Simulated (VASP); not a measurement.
Given:

```xyz
2
Lattice="2.8573 0.0000 0.0000 0.0000 2.8573 0.0000 0.0000 0.0000 2.8573" Properties=species:S:1:pos:R:3 pbc="T T T"
Cr     0.0000     0.0000     0.0000
Cr     1.4287     1.4287     1.4287
```
Starting moments (μB, in the order of the record's atoms Cr Cr): 1.0 -1.0.

The numbers are results of PBE GGA, VASP's PBE PAW potentials (set 64) (plane waves; VASP), not measurements. Numerical set-up: 400 eV cut-off, 14×14×14 Γ-centred mesh, tetrahedra with Blöchl corrections, potentials Cr_pv.

**Question.** The job: Cr (bcc, AFM order), 2 atoms, PBE, static run, 400 eV, 14×14×14 Γ-centred mesh. Roughly how much core time does it take on a busy server core?

**Answer.** About 30 core-seconds (one run on a shared machine, a rough figure). It had 120 irreducible k-points, 16 bands, up to 445 plane waves and 18 electronic steps.

The compound is Cr in the bcc, AFM order structure. It was relaxed first.
